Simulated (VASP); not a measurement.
C (diamond): the band gap from VASP (plane waves, PAW) at several levels of theory. Gaps are without spin-orbit coupling. Each level names its cell: its own relaxed one, PBE's, or the starting one. A gap is the smallest over the k-mesh and a band path; hybrids may have named points in place of the path, and GW has the mesh alone.

```tsv
level	band gap (eV)
LDA (own cell)	4.16
PBE (own cell)	4.12
PBEsol (own cell)	4.03
SCAN (own cell)	4.56
r2SCAN (own cell)	4.33
HSE06 (PBE cell)	5.29
HSEsol (PBE cell)	5.22
PBE0 (PBE cell)	6.01
B3LYP (PBE cell)	5.96
Hartree-Fock (PBE cell)	12.54
```

The cell of the LDA (own cell) run:

C has the cubic space group Fd-3m, origin choice 1 (No. 227), the diamond structure, Pearson symbol cF8. Conventional cell: a = 3.5358 Å, b = 3.5358 Å, c = 3.5358 Å, α = 90.00°, β = 90.00°, γ = 90.00°. C on 8b sees 4 C at 1.531 Å (tetrahedral). (Neighbours: up to the widest gap in distance over summed covalent radii, below 1.35, at either atom.)
(The calculation used a cell of 2 atoms; values per cell refer to that cell.)

Only levels that ran to the end are used. Left out are those held back, those with too coarse a band path, GW runs whose mesh misses a band edge, hybrids' fits of cells that aren't cubic and levels without matching references; a question may draw on a part of the rest.

The compound is C in the diamond structure.
